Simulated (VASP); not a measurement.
Input:

```xyz
3
Lattice="4.8513 0.0000 0.0000 -2.4256 4.2013 0.0000 0.0000 0.0000 3.3690" Properties=species:S:1:pos:R:3 pbc="T T T"
Dy    -2.4256     4.2013     0.0000
Hg     0.0000     2.8009     1.6845
Hg     2.4256     1.4004     1.6845
```

All values below come from PBEsol GGA, VASP's PBE PAW potentials (set 64) (plane waves; VASP). Settings: 400 eV cut-off, 8×8×10 Γ-centred mesh, tetrahedra with Blöchl corrections, potentials Dy_3 Hg.

The 4f electrons are frozen in the core of the lanthanide potential, so 4f levels, which can set the real gap, and their magnetism are missing.  Unless said otherwise, spin-orbit coupling is left out, though it shifts the bands of the heavy elements here.

Q: What does the run give for the energy per atom (σ→0), band gap (on the k-mesh) with the smallest direct gap where there is one?

A: 
| Quantity | Result |
|---|---|
| band gap (on the k-mesh) | none (metal, semimetal or under 0.01 eV) |
| energy per atom (σ→0) | -2.554 eV/atom |

The structure comes from a measured DyHg2 entry (P6/mmm) of the Crystallography Open Database, whose conditions weren't checked. It was relaxed first. The electron count is odd and the run is not spin-polarised, which forces a metal.
